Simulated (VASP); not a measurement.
# NbB2 under strain, part 3 of 4

Aim: follow the pressure of NbB2 through compression, expansion and shear. All runs use PBEsol. Left out of this account: 1 further run (fields: a reference on another mesh). The start is a cell from a database of measured crystal structures.

VASP 6.6.1; PBEsol; plane waves and PAW (Nb_sv, B).

Still holding for the runs below: This run has no spin polarisation. Its electron count is odd, so without a moment it is a metal by construction. Spin-orbit coupling is off here; it would split degenerate levels.

So far, pressure (GPa): step 2 (bands, cell as listed) -1.66; step 3 (cell volume +4.0 %) -12.5; step 4 (cell volume +8.0 %) -21.3.

### Step 5. Bands, sheared, principal strains -1.6, +0.4, +1.2 %

The cell is sheared at fixed volume, which lowers its symmetry.

The input, INCAR:

```
SYSTEM = NbB2
PREC = Accurate
ENCUT = 420
EDIFF = 1E-06
NELM = 100
ISMEAR = -1
SIGMA = 0.05
LREAL = .FALSE.
ALGO = Normal
GGA = PS
NBANDS = 22
LASPH = .TRUE.
LORBIT = 11
LWAVE = .FALSE.
LCHARG = .FALSE.
KPAR = 4
```

The input, POSCAR:

```
NbB2
1.0
    3.1223950000     -0.0137130000     -0.0115100000
   -1.5730740000      2.6613500000     -0.0034720000
   -0.0121030000     -0.0112030000      3.3048320000
Nb B
1 2
Direct
    0.0000000000      0.0000000000      0.0000000000
    0.3333333333      0.6666666667      0.5000000000
    0.6666666667      0.3333333333      0.5000000000
```

The input, KPOINTS:

```
Automatic mesh
0
Gamma
11 11 9
0 0 0
```

The input, KPOINTS_OPT:

```
Line mode
16
Line-mode
Reciprocal
 -0.50000000   0.50000000   0.00000000 X
  0.00000000   0.00000000   0.00000000 GAMMA

  0.00000000   0.00000000   0.00000000 GAMMA
  0.00000000   0.00000000   0.50000000 Y

 -0.50000000   0.50000000   0.50000000 L
  0.00000000   0.00000000   0.00000000 GAMMA

  0.00000000   0.00000000   0.00000000 GAMMA
  0.50000000   0.00000000  -0.50000000 Z

  0.00000000   0.50000000  -0.50000000 N
  0.00000000   0.00000000   0.00000000 GAMMA

  0.00000000   0.00000000   0.00000000 GAMMA
  0.50000000   0.00000000   0.00000000 M

  0.00000000   0.50000000   0.00000000 R
  0.00000000   0.00000000   0.00000000 GAMMA
```

The projector-augmented-wave data sets are Nb_sv and B (PBE family, release 64).

Run with:

```sh
$ mpirun -np 4 vasp_std
```

The program printed:

```text
[... set-up lines as in an earlier step ...]
 entering main loop
       N       E                     dE             d eps       ncg     rms          rms(c)
DAV:   1     0.117637789855E+03    0.11764E+03   -0.81707E+03 24052   0.722E+02
DAV:   2    -0.261930880024E+02   -0.14383E+03   -0.13754E+03 27998   0.271E+02
DAV:   3    -0.305151156590E+02   -0.43220E+01   -0.42560E+01 33238   0.436E+01
DAV:   4    -0.306419506804E+02   -0.12684E+00   -0.12652E+00 32068   0.657E+00
DAV:   5    -0.306451623995E+02   -0.32117E-02   -0.32115E-02 33656   0.930E-01    0.122E+01
DAV:   6    -0.274017751828E+02    0.32434E+01   -0.80021E+00 35430   0.184E+01    0.305E+00
DAV:   7    -0.274088629978E+02   -0.70878E-02   -0.29126E-01 29238   0.373E+00    0.209E+00
DAV:   8    -0.274043600258E+02    0.45030E-02   -0.32271E-02 40016   0.119E+00    0.183E-01
DAV:   9    -0.274039272191E+02    0.43281E-03   -0.20484E-03 30026   0.314E-01    0.955E-02
DAV:  10    -0.274039080708E+02    0.19148E-04   -0.27308E-04 30478   0.122E-01    0.212E-02
DAV:  11    -0.274039035356E+02    0.45352E-05   -0.13304E-05 33110   0.344E-02    0.140E-02
DAV:  12    -0.274039026951E+02    0.84053E-06   -0.60427E-07 22830   0.602E-03
   1 F= -.27403903E+02 E0= -.27400471E+02  d E =-.686333E-02
 Start KPOINTS_OPT (optional k-point list driver)
k-point batch [1-112\112]
       N       E                     dE             ncg
DAV:   1     0.141935143171E+05   -0.36040E+05     4936
DAV:   2    -0.241039746267E+04   -0.16604E+05     5656
DAV:   3    -0.292554759430E+04   -0.51515E+03     6984
DAV:   4    -0.293860856307E+04   -0.13061E+02     6418
DAV:   5    -0.293883635060E+04   -0.22779E+00     6792
DAV:   6    -0.293884169103E+04   -0.53404E-02     6524
DAV:   7    -0.293884177575E+04   -0.84712E-04     5644
DAV:   8    -0.293884177676E+04   -0.10145E-05     3986
DAV:   9    -0.293884177700E+04   -0.24431E-06     3940
```

Elapsed: 34 s, on 4 MPI ranks of Intel Xeon Platinum 8488C (Sapphire Rapids), shared host; peak memory 1.7 GiB.

Parts of OUTCAR (step 5):

```text
   k-points           NKPTS =    545   k-points in BZ     NKDIM =    545   number of bands    NBANDS=     22

   ENCUT  =  420.0 eV  30.87 Ry    5.56 a.u.   5.22  5.17  5.52*2*pi/ulx,y,z

   NELECT =      19.0000    total number of electrons

 E-fermi :  12.5627

 k-point     1 :       0.0000    0.0000    0.0000
  band No.  band energies     occupation
    ...
      5      -1.7425      2.00000
      6       8.0994      2.00000
      7       8.2261      2.00000
      8       8.3699      2.00000
      9       9.4395      2.00000
     10      13.8054      0.00000
     11      13.8798      0.00000
     12      15.7027      0.00000
     13      15.8298      0.00000
     14      16.6493      0.00000
    ...

  Total       -0.9809394      0.6575716     -0.3360583      0.3857109      0.2800376      0.2853271
  in kB      -57.3790570     38.4639897    -19.6573908     22.5617703     16.3805140     16.6899210
  external PRESSURE =     -12.8574860 kB  Pullay stress =       0.0000000 kB

 POSITION                                       TOTAL-FORCE (eV/Angst)
 -----------------------------------------------------------------------------------
      0.00000      0.00000      0.00000         0.000000      0.000000      0.000000
     -0.01397      1.76406      1.64626        -0.008450      0.002050      0.000996
      1.55119      0.87237      1.64359         0.008450     -0.002050     -0.000996
 -----------------------------------------------------------------------------------
    total drift:                               -0.000000      0.000000      0.000000

  FREE ENERGIE OF THE ION-ELECTRON SYSTEM (eV)
  ---------------------------------------------------
  free  energy   TOTEN  =       -27.4039026951 eV

  energy  without entropy=      -27.3970393629  energy(sigma->0) =      -27.40047103

[... 1 part as in an earlier step ...]

[... 14 further parts left out ...]
```

The path and its labels are those of the sheared lattice, so a letter need not mean the same point as in the unstrained cell.

Numbers from this step:

* irreducible k-points: 545
* symmetry operations: 2
* free energy (TOTEN): -27.40 eV
* energy at zero smearing: -27.40 eV
* Fermi energy: 12.56 eV
* pressure: -1.286 GPa

Electronic bands along the path, in eV, zero at the Fermi level; # counts the bands kept, so #1 is VASP's band 6:

| point | #1 | #2 | #3 | #4 | #5 | #6 | #7 | #8 |
| --- | --- | --- | --- | --- | --- | --- | --- | --- |
| X | -9.88 | -5.25 | -4.45 | -4.10 | 0.43 | 1.84 | 2.54 | 3.29 |
| 0.47 of the way | -6.97 | -4.54 | -4.04 | -3.87 | 0.79 | 0.97 | 1.85 | 2.61 |
| Γ | -4.46 | -4.34 | -4.19 | -3.12 | 1.24 | 1.32 | 3.14 | 3.27 |
| 0.47 of the way | -6.42 | -3.83 | -3.61 | -1.33 | -0.65 | -0.53 | 1.48 | 1.66 |
| Y | -8.63 | -2.00 | -1.89 | -1.85 | -1.72 | -1.33 | -1.01 | 0.69 |
| jump to L | -8.13 | -6.14 | -5.80 | -3.50 | 2.16 | 2.95 | 3.83 | 5.05 |
| 0.53 of the way | -6.70 | -5.38 | -4.38 | -3.14 | -0.07 | 0.10 | 3.16 | 3.49 |
| Γ | -4.46 | -4.34 | -4.19 | -3.12 | 1.24 | 1.32 | 3.14 | 3.27 |
| 0.53 of the way | -7.12 | -5.31 | -4.80 | -3.38 | 0.07 | 0.20 | 3.37 | 3.84 |
| Z | -8.15 | -6.26 | -5.84 | -3.41 | 2.19 | 2.98 | 3.63 | 5.04 |
| jump to N | -8.17 | -6.42 | -5.89 | -3.28 | 2.25 | 3.04 | 3.37 | 5.13 |
| 0.53 of the way | -6.61 | -5.26 | -4.62 | -3.12 | -0.20 | -0.04 | 3.14 | 3.62 |
| Γ | -4.46 | -4.34 | -4.19 | -3.12 | 1.24 | 1.32 | 3.14 | 3.27 |
| 0.47 of the way | -6.44 | -4.33 | -4.16 | -3.83 | 0.83 | 0.93 | 1.79 | 2.69 |
| M | -9.78 | -5.23 | -4.49 | -4.22 | 0.36 | 1.78 | 2.55 | 3.28 |
| jump to R | -9.66 | -5.20 | -4.55 | -4.37 | 0.25 | 1.70 | 2.66 | 3.19 |
| 0.53 of the way | -6.36 | -4.34 | -4.25 | -3.84 | 0.77 | 0.93 | 1.72 | 2.78 |
| Γ | -4.46 | -4.34 | -4.19 | -3.12 | 1.24 | 1.32 | 3.14 | 3.27 |

Of the projections kept (Nb, B), the largest for each band there; the rest of the weight can lie on other orbitals:

```csv
point,#1,#2,#3,#4,#5,#6,#7,#8
X,B 0.89,Nb 0.59,Nb 0.89,B 0.95,Nb 1.00,B 0.94,Nb 0.96,Nb 0.86
Γ,Nb 0.51,Nb 0.83,Nb 0.52,B 0.86,Nb 1.00,Nb 1.00,Nb 0.58,Nb 0.59
Y,B 0.53,B 1.00,B 1.00,Nb 0.81,Nb 0.82,Nb 1.00,Nb 1.00,Nb 0.89
L,B 0.89,B 0.65,Nb 0.73,B 0.71,Nb 0.97,Nb 1.00,B 0.88,Nb 0.75
Γ,Nb 0.51,Nb 0.83,Nb 0.52,B 0.86,Nb 1.00,Nb 1.00,Nb 0.58,Nb 0.59
Z,B 0.90,B 0.65,Nb 0.73,B 0.71,Nb 0.97,Nb 1.00,B 0.88,Nb 0.74
```

 The pressure is -1.29 GPa, and the symmetry operations fall from 24 to 2.

### Step 6. Bands, volume times 0.96

The cell is compressed evenly, with fractional positions held.

INCAR is that of step 5.

The input, POSCAR:

```
NbB2
1.0
    3.0679678205      0.0000000000      0.0000000000
   -1.5339839102      2.6569380705      0.0000000000
    0.0000000000      0.0000000000      3.2258053932
Nb B
1 2
Direct
    0.0000000000      0.0000000000      0.0000000000
    0.3333333333      0.6666666667      0.5000000000
    0.6666666667      0.3333333333      0.5000000000
```

KPOINTS is that of step 5.

The input, KPOINTS_OPT:

```
Line mode
16
Line-mode
Reciprocal
  0.00000000   0.00000000   0.00000000 GAMMA
  0.50000000   0.00000000   0.00000000 M

  0.50000000   0.00000000   0.00000000 M
  0.33333333   0.33333333   0.00000000 K

  0.33333333   0.33333333   0.00000000 K
  0.00000000   0.00000000   0.00000000 GAMMA

  0.00000000   0.00000000   0.00000000 GAMMA
  0.00000000   0.00000000   0.50000000 A

  0.00000000   0.00000000   0.50000000 A
  0.50000000   0.00000000   0.50000000 L

  0.50000000   0.00000000   0.50000000 L
  0.33333333   0.33333333   0.50000000 H

  0.33333333   0.33333333   0.50000000 H
  0.00000000   0.00000000   0.50000000 A

  0.50000000   0.00000000   0.50000000 L
  0.50000000   0.00000000   0.00000000 M

  0.33333333   0.33333333   0.00000000 K
  0.33333333   0.33333333   0.50000000 H
```

Run with:

```sh
$ mpirun -np 4 vasp_std
```

The program printed:

```text
[... set-up lines as in an earlier step ...]
 entering main loop
       N       E                     dE             d eps       ncg     rms          rms(c)
DAV:   1     0.121179467843E+03    0.12118E+03   -0.81518E+03  3544   0.725E+02
DAV:   2    -0.260426933098E+02   -0.14722E+03   -0.14051E+03  4102   0.274E+02
DAV:   3    -0.304810231218E+02   -0.44383E+01   -0.43643E+01  4876   0.446E+01
DAV:   4    -0.306072179357E+02   -0.12619E+00   -0.12582E+00  4690   0.659E+00
DAV:   5    -0.306101030813E+02   -0.28851E-02   -0.28850E-02  4900   0.899E-01    0.130E+01
DAV:   6    -0.273711807020E+02    0.32389E+01   -0.74399E+00  5148   0.185E+01    0.340E+00
DAV:   7    -0.273801521207E+02   -0.89714E-02   -0.27922E-01  4220   0.354E+00    0.223E+00
DAV:   8    -0.273775269602E+02    0.26252E-02   -0.35706E-02  6058   0.127E+00    0.226E-01
DAV:   9    -0.273769752783E+02    0.55168E-03   -0.19083E-03  4568   0.337E-01    0.101E-01
DAV:  10    -0.273769013281E+02    0.73950E-04   -0.26413E-04  4494   0.120E-01    0.183E-02
DAV:  11    -0.273768976929E+02    0.36353E-05   -0.17113E-05  4720   0.382E-02    0.161E-02
DAV:  12    -0.273768964071E+02    0.12858E-05   -0.60722E-07  3212   0.612E-03    0.335E-03
DAV:  13    -0.273768964102E+02   -0.30921E-08   -0.35978E-07  2628   0.465E-03
   1 F= -.27376896E+02 E0= -.27373366E+02  d E =-.706103E-02
 Start KPOINTS_OPT (optional k-point list driver)
k-point batch [1-80\144]
       N       E                     dE             ncg
DAV:   1     0.241754679820E+04   -0.32407E+05     3528
DAV:   2    -0.946537154787E+04   -0.11883E+05     4012
DAV:   3    -0.984162683000E+04   -0.37626E+03     5002
DAV:   4    -0.985187599287E+04   -0.10249E+02     4480
DAV:   5    -0.985214689635E+04   -0.27090E+00     4862
DAV:   6    -0.985215008802E+04   -0.31917E-02     4524
DAV:   7    -0.985215011749E+04   -0.29469E-04     4216
DAV:   8    -0.985215011791E+04   -0.41982E-06     2962
k-point batch [81-144\144]
       N       E                     dE             ncg
DAV:   1     0.112245931950E+05   -0.46658E+05     2832
DAV:   2     0.202348872743E+04   -0.92011E+04     3274
DAV:   3     0.176616297916E+04   -0.25733E+03     3914
DAV:   4     0.175878415616E+04   -0.73788E+01     3774
DAV:   5     0.175862552230E+04   -0.15863E+00     4028
DAV:   6     0.175862234853E+04   -0.31738E-02     3762
DAV:   7     0.175862227429E+04   -0.74242E-04     3570
DAV:   8     0.175862227129E+04   -0.29945E-05     2710
DAV:   9     0.175862227099E+04   -0.30510E-06     2360
```

Elapsed: 12 s, on 4 MPI ranks; peak memory 0.68 GiB; 42 s of CPU time.

From OUTCAR (step 6):

```text
   ENCUT  =  420.0 eV  30.87 Ry    5.56 a.u.   5.13  5.13  5.39*2*pi/ulx,y,z

   NELECT =      19.0000    total number of electrons

 E-fermi :  13.1802

 k-point     1 :       0.0000    0.0000    0.0000
  band No.  band energies     occupation
    ...
      5      -1.4049      2.00000
      6       8.5170      2.00000
      7       8.5170      2.00000
      8       8.6365      2.00000
      9      10.1279      2.00000
     10      14.5288      0.00000
     11      14.5288      0.00000
     12      16.6458      0.00000
     13      16.6458      0.00000
     14      17.4599      0.00000
    ...

  Total        1.7221040      1.7221040      2.2395357      0.0000000      0.0000000     -0.0000000
  in kB      104.9299726    104.9299726    136.4577410      0.0000000      0.0000000     -0.0000000
  external PRESSURE =     115.4392287 kB  Pullay stress =       0.0000000 kB

 POSITION                                       TOTAL-FORCE (eV/Angst)
 -----------------------------------------------------------------------------------
      0.00000      0.00000      0.00000        -0.000000      0.000000     -0.000000
     -0.00000      1.77129      1.61290        -0.000000      0.000000     -0.000000
      1.53398      0.88565      1.61290         0.000000      0.000000      0.000000
 -----------------------------------------------------------------------------------
    total drift:                               -0.000000      0.000000      0.000000

  FREE ENERGIE OF THE ION-ELECTRON SYSTEM (eV)
  ---------------------------------------------------
  free  energy   TOTEN  =       -27.3768964102 eV

  energy  without entropy=      -27.3698353842  energy(sigma->0) =      -27.37336590

[... 3 parts as in an earlier step ...]

[... 13 further parts left out ...]
```

Numbers from this step:

* SCF cycles: 13
* irreducible k-points: 80
* symmetry operations: 24
* free energy (TOTEN): -27.38 eV
* energy at zero smearing: -27.37 eV
* Fermi energy: 13.18 eV
* pressure: 11.54 GPa

The electronic bands at the labelled points (eV, zero at the Fermi level; # counts the bands kept, so #1 is VASP's band 6):

```csv
point,#1,#2,#3,#4,#5,#6,#7,#8
Γ,-4.66,-4.66,-4.54,-3.05,1.35,1.35,3.47,3.47
0.47 of the way,-6.73,-4.40,-4.38,-4.09,0.88,0.99,1.83,2.83
M,-9.90,-5.36,-4.76,-4.41,0.38,1.83,2.62,3.32
0.47 of the way,-9.77,-6.64,-5.03,-2.54,-1.77,1.47,2.61,4.55
K,-9.30,-8.81,-3.88,-3.88,0.01,0.01,0.96,7.70
0.53 of the way,-6.98,-5.27,-4.53,-3.32,0.01,0.38,2.27,4.20
Γ,-4.66,-4.66,-4.54,-3.05,1.35,1.35,3.47,3.47
0.47 of the way,-6.55,-4.01,-4.01,-1.28,-0.75,-0.75,1.67,1.67
A,-8.88,-2.13,-2.13,-2.04,-2.04,-1.29,-1.29,1.00
0.47 of the way,-7.39,-6.04,-5.29,-3.37,0.18,1.30,1.59,2.37
L,-8.23,-6.62,-6.13,-3.46,2.49,3.07,3.68,5.47
0.47 of the way,-9.06,-6.35,-5.58,-3.82,2.50,3.69,4.13,5.61
H,-10.49,-6.24,-4.51,-4.51,2.48,5.06,5.06,5.41
0.53 of the way,-6.93,-6.74,-5.49,-3.77,0.65,1.81,1.87,3.00
A,-8.88,-2.13,-2.13,-2.04,-2.04,-1.29,-1.29,1.00
jump to L,-8.23,-6.62,-6.13,-3.46,2.49,3.07,3.68,5.47
0.47 of the way,-9.72,-5.85,-4.91,-4.17,0.56,2.86,3.00,4.69
M,-9.90,-5.36,-4.76,-4.41,0.38,1.83,2.62,3.32
jump to K,-9.30,-8.81,-3.88,-3.88,0.01,0.01,0.96,7.70
0.47 of the way,-9.86,-7.77,-4.33,-4.33,1.53,2.10,2.10,6.62
H,-10.49,-6.24,-4.51,-4.51,2.48,5.06,5.06,5.41
```

Of the projections kept (Nb, B), the largest for each band there; the rest of the weight can lie on other orbitals:

```csv
point,#1,#2,#3,#4,#5,#6,#7,#8
Γ,B 0.54,B 0.54,Nb 0.99,B 0.86,Nb 1.00,Nb 1.00,Nb 0.58,Nb 0.58
M,B 0.88,Nb 0.59,Nb 0.88,B 0.94,Nb 1.00,B 0.94,Nb 0.96,Nb 0.85
K,B 0.83,B 0.68,Nb 0.64,Nb 0.64,Nb 0.78,Nb 0.78,Nb 0.83,Nb 0.56
Γ,B 0.54,B 0.54,Nb 0.99,B 0.86,Nb 1.00,Nb 1.00,Nb 0.58,Nb 0.58
A,B 0.53,B 1.00,B 1.00,Nb 0.81,Nb 0.81,Nb 1.00,Nb 1.00,Nb 0.89
L,B 0.89,B 0.65,Nb 0.72,B 0.71,Nb 0.97,Nb 1.00,B 0.87,Nb 0.70
```

 The pressure is 11.54 GPa.

For the pressure, step 2 gave -1.66 GPa; this run, with cell volume -4.0 %, gives 11.5 GPa.

(Part 3 of 4 ends here.)

[Lines on the potential files, build, host, timing and source positions are cut from VASP's logs without a mark.]

[Logs are printed without paths, hosts, clocks, repeated set-up lines and the standing remarks that a program may print on its own settings, such as how far it seeks lower states.]

[Hosts, paths, dates, database ids (printed as entryN), source tags and the programs' standing remarks are cut or masked in the printed files.]

[A measured line is paired with the nearest computed mode of its activity, which favours agreement.]
